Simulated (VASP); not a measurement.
Consider the following.

```
LiCl
1.0
    0.00000     2.54761     2.54761
    2.54761     0.00000     2.54761
    2.54761     2.54761     0.00000
Li Cl
1 1
Direct
  0.00000   0.00000   0.00000
  0.50000   0.50000   0.50000
```

All values below come from rev-vdW-DF2, VASP's PBE PAW potentials (set 64) (plane waves; VASP 6.6.1). Settings: 520 eV cut-off, Gaussian smearing of 0.050 eV, potentials Li_sv Cl.

Q: Give the energies of bands 3 to 8 at the high-symmetry points, in eV from the valence-band maximum.

A: 
```tsv
band	Γ	X	U	L	W
3	0.00	-3.00	-2.58	-2.91	-2.21
4	0.00	-1.15	-1.85	-0.27	-2.21
5	0.00	-1.15	-0.86	-0.27	-1.10
6	6.43	7.90	8.07	6.74	9.61
7	11.91	8.23	9.98	9.46	10.14
8	11.91	12.58	11.55	9.46	10.48
```

The gap is indirect, 6.43 eV, from the valence maximum at K-Γ at 0.79 to the conduction minimum at Γ.

Measured: gap 9.40 eV (computed value off by -2.97 eV), as given by Wei Chen et al., Physical Review Materials (2018), doi:10.1103/physrevmaterials.2.073803.

The compound is LiCl in the rock salt structure. It was relaxed first.
